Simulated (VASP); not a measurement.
Consider the following.

```
AuZn
1.0
    3.15000     0.00000     0.00000
    0.00000     3.15000     0.00000
    0.00000     0.00000     3.15000
Zn Au
1 1
Cartesian
  1.57500   1.57500   1.57500
  0.00000   0.00000   0.00000
```

Calculation: r2SCAN meta-GGA, VASP's PBE PAW potentials (set 64) (plane waves; VASP). Numerical set-up: 520 eV cut-off, 13×13×13 Γ-centred mesh, tetrahedra with Blöchl corrections, potentials Zn Au.

Question: Give the energies of bands 6 to 14 at the high-symmetry points, in eV from the Fermi level.

Answer: 
```
band      Γ      X      M      R
----  -----  -----  -----  -----
6     -7.80  -7.64  -6.73  -6.77
7     -5.75  -6.11  -5.37  -6.77
8     -5.75  -5.61  -4.37  -6.77
9     -4.01  -5.21  -4.37  -3.36
10    -4.01  -5.21  -3.41  -3.36
11    -4.01  -4.16  -2.04   1.77
12     5.27  -2.57  -2.04   3.72
13     5.27  10.78   0.79   3.84
14     5.27  11.51   2.72   3.84
```

It has no gap at this level: it comes out as a metal or semimetal.

The compound is AuZn in the CsCl type structure. The cell was not relaxed at this level. The electron count is odd and the run is not spin-polarised, which forces a metal.
